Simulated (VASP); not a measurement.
Crystal: TiC.

```
CELL_PARAMETERS angstrom
0.00000 2.15930 2.15930
2.15930 0.00000 2.15930
2.15930 2.15930 0.00000
ATOMIC_POSITIONS crystal
Ti 0.00000 0.00000 0.00000
C 0.50000 0.50000 0.50000
```

| Quantity | Value |
| --- | --- |
| Program | VASP 6.6.1 |
| Task | relaxation of cell and atoms |
| Functional | PBEsol |
| Potentials or basis | VASP PAW PBE potentials, release 64 (Ti_sv, C) |
| Cutoff | 600 eV |
| k mesh | 14 × 14 × 14 |
| Occupations | methfessel-paxton, width 0.1 eV |
| Spin | no spin polarisation |

At the start: pressure -4.4 GPa; volume 10.07 Å³/atom.

Task: How do energy, volume and symmetry change on relaxing?

Result: Over 3 steps the energy falls by 2.4 meV/atom and the volume is 9.90 Å³/atom (-1.7 %); space group Fm-3m (No. 225, to 0.05 Å).

Step by step:
| step | energy change (eV) | largest force (eV/Å) | pressure (GPa) | volume (Å³) |
| --- | --- | --- | --- | --- |
| 1 | 0.0000 | 0.0000 | -4.41 | 20.14 |
| 2 | 0.0042 | 0.0000 | 6.42 | 19.34 |
| 3 | -0.0048 | 0.0000 | -0.02 | 19.80 |

Final structure:
```xyz
2
Lattice="0.0000 2.1471 2.1471 2.1471 0.0000 2.1471 2.1471 2.1471 0.0000" Properties=species:S:1:pos:R:3 pbc="T T T"
Ti    0.0000    0.0000    0.0000
C     2.1471    2.1471    2.1471
```

Caveat: the PAW data sets were made with another functional, which shifts forces and pressure a little.
